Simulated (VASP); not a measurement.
Data:

```
CELL_PARAMETERS angstrom
      4.04300     0.00000     0.00000
     -2.02150     3.50134     0.00000
      0.00000     0.00000     7.23055
ATOMIC_POSITIONS crystal
  Hg 0.00000 0.00000 0.00000
  Hg 0.00000 0.00000 0.50000
  Te 0.33333 0.66667 0.25000
  Te 0.66667 0.33333 0.75000
```

The numbers are results of PBEsol GGA, VASP's PBE PAW potentials (set 64) (plane waves; VASP 6.6.1), not measurements. Run with 500 eV cut-off, 9×9×5 Γ-centred mesh, first-order Methfessel-Paxton smearing of 0.10 eV, potentials Hg Te.

Energy and stress use the plane-wave basis of the starting cell.

Task: The ions, cell shape and volume at an external pressure of 10.0 GPa are relaxed. Predict the relaxed structure.

Result: 
```
CELL_PARAMETERS angstrom
      3.95379     0.00000     0.00000
     -1.97689     3.42408     0.00000
      0.00000     0.00000     7.16668
ATOMIC_POSITIONS crystal
  Hg 0.00000 0.00000 0.00000
  Hg 0.00000 0.00000 0.50000
  Te 0.33333 0.66667 0.25000
  Te 0.66667 0.33333 0.75000
```
Space group P6_3/mmc (194), at a tolerance of 0.03 Å.

Task: How do energy and volume change from the first to the last step?

Result: The energy (σ→0) changes by +62.0 meV/atom and the volume by -5.2 %, in 6 ionic steps.

The structure was generated: HgTe was put into the NiAs type type (P6_3/mmc), which need not be its known phase. This run relaxes it under an external pressure of 10 GPa. Symmetry was kept, so distortions that lower it aren't found.
